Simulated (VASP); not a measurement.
Calculation: RPBE GGA, VASP's PBE PAW potentials (set 64) (plane waves; VASP 6.6.1).

The input files of a VASP run:

### INCAR
```
# general
SYSTEM  = W
PREC    = Accurate
ENCUT   = 520   # plane-wave cut-off (eV)
LREAL   = .FALSE.   # projection in real space or not
LASPH   = .TRUE.   # aspherical one-centre terms

# electronic loop
EDIFF   = 1E-7   # SCF stop (eV)
NELM    = 100   # most electronic steps
ALGO    = Normal   # blocked Davidson
LMAXMIX = 6   # l cut-off of mixed one-centre charges

# smearing
ISMEAR  = 1   # Methfessel-Paxton
SIGMA   = 0.1   # width (eV)

# functional
GGA     = RP

# ions
ISIF    = 2

# output
LWAVE   = .FALSE.
LCHARG  = .FALSE.
```

POSCAR:
```
W
1.0
 -1.6313108093   1.6313108093   1.6313108093
  1.6313108093  -1.6313108093   1.6313108093
  1.6313108093   1.6313108093  -1.6313108093
W
1
direct
  0.0000000000   0.0000000000   0.0000000000
```

### KPOINTS
```
Automatic mesh
0
Gamma
16 16 16
0 0 0
```

POTCAR, in this order: W_sv (PBE.64 set). Program: vasp_std.

Output of the run:

**OSZICAR**
```
       N       E                     dE             d eps       ncg     rms          rms(c)
DAV:   1     0.776160878907E+02    0.77616E+02   -0.79093E+03  3198   0.143E+03
DAV:   2    -0.113754849885E+02   -0.88992E+02   -0.85834E+02  3423   0.330E+02
DAV:   3    -0.130044792930E+02   -0.16290E+01   -0.16100E+01  3618   0.441E+01
DAV:   4    -0.130142121441E+02   -0.97329E-02   -0.97270E-02  3409   0.375E+00
DAV:   5    -0.130142959551E+02   -0.83811E-04   -0.83810E-04  3668   0.355E-01    0.173E+01
DAV:   6    -0.124866424193E+02    0.52765E+00   -0.69007E-01  3385   0.109E+01    0.634E+00
DAV:   7    -0.123578643746E+02    0.12878E+00   -0.34290E-01  3517   0.717E+00    0.887E-01
DAV:   8    -0.123543019208E+02    0.35625E-02   -0.38556E-03  3292   0.886E-01    0.107E-01
DAV:   9    -0.123543393868E+02   -0.37466E-04   -0.15172E-04  3619   0.165E-01    0.478E-02
DAV:  10    -0.123543348185E+02    0.45683E-05   -0.12067E-05  3375   0.496E-02    0.168E-02
DAV:  11    -0.123543360085E+02   -0.11900E-05   -0.65293E-07  3589   0.769E-03    0.858E-04
DAV:  12    -0.123543358049E+02    0.20358E-06   -0.22081E-08  1805   0.163E-03    0.216E-04
DAV:  13    -0.123543357940E+02    0.10885E-07   -0.18453E-09  1679   0.579E-04
   1 F= -.12354336E+02 E0= -.12354145E+02  d E =-.572032E-03
```

**OUTCAR**
```
------------------------ aborting loop because EDIFF is reached ----------------------------------------
  FORCE on cell =-STRESS in cart. coord.  units (eV):
  Direction    XX          YY          ZZ          XY          YZ          ZX
  --------------------------------------------------------------------------------------
  Total       -1.6687291     -1.6687291     -1.6687291     -0.0000000     -0.0000000      0.0000000
  in kB     -153.9665140   -153.9665140   -153.9665140     -0.0000000     -0.0000000      0.0000000
  external PRESSURE =    -153.9665140 kB  Pullay stress =       0.0000000 kB
  volume of cell :       17.36
      direct lattice vectors                 reciprocal lattice vectors
    -1.631310809  1.631310809  1.631310809     0.000000000  0.306501984  0.306501984
     1.631310809 -1.631310809  1.631310809     0.306501984  0.000000000  0.306501984
     1.631310809  1.631310809 -1.631310809     0.306501984  0.306501984  0.000000000
 POSITION                                       TOTAL-FORCE (eV/Angst)
 -----------------------------------------------------------------------------------
      0.00000      0.00000      0.00000         0.000000      0.000000      0.000000
 -----------------------------------------------------------------------------------
    total drift:                               -0.000000      0.000000      0.000000
  FREE ENERGIE OF THE ION-ELECTRON SYSTEM (eV)
  ---------------------------------------------------
  free  energy   TOTEN  =       -12.3543357940 eV

  energy  without entropy=      -12.3537637617  energy(sigma->0) =      -12.35414512
```
(Selected blocks of OUTCAR.)

### OUTCAR
```
 val. band max:       10.2612864293   @ k =  -0.1250   0.1875   0.0625

 cond. band min:      10.2942273027   @ k =  -0.3125   0.3125   0.1875


 Fermi energy:        10.2625781455

 k-point     1 :       0.0000    0.0000    0.0000
  band No.  band energies     occupation
      1     -64.1060      2.00000
      2     -27.7779      2.00000
      3     -27.7779      2.00000
      4     -27.7779      2.00000
      5       1.1302      2.00000
      6       9.1647      2.00000
      7       9.1647      2.00000
      8       9.1647      2.00000
      9      12.3149      0.00000
     10      12.3149      0.00000
     11      24.5247      0.00000

 k-point     2 :       0.0625    0.0000    0.0000
  band No.  band energies     occupation
      1     -64.1026      2.00000
      2     -27.8161      2.00000
      3     -27.7901      2.00000
      4     -27.7779      2.00000
      5       1.2997      2.00000
      6       9.0647      2.00000
      7       9.1421      2.00000
      8       9.3261      2.00000
      9      12.1608     -0.00000
     10      12.3170      0.00000
     11      24.6620      0.00000

 k-point     3 :       0.1250    0.0000    0.0000
  band No.  band energies     occupation
      1     -64.0931      2.00000
      2     -27.9238      2.00000
      3     -27.8248      2.00000
      4     -27.7782      2.00000
      5       1.7873      2.00000
      6       8.7928      2.00000
      7       9.0381      2.00000
      8       9.8033      2.00000
      9      11.8527     -0.00000
     10      12.3323      0.00000
     11      24.9694      0.00000

 k-point     4 :       0.1875    0.0000    0.0000
  band No.  band energies     occupation
      1     -64.0788      2.00000
      2     -28.0822      2.00000
      3     -27.8763      2.00000
      4     -27.7786      2.00000
      5       2.5245      2.00000
      6       8.4168      2.00000
      7       8.8104      2.00000
      8      10.5757     -0.00009
      9      11.6763     -0.00000
...
```

Unless said otherwise, spin-orbit coupling is left out, though it shifts the bands of the heavy elements here.

The compound is W in the bcc structure. This cell is one point of a volume scan, at 1.06 of the reference volume.
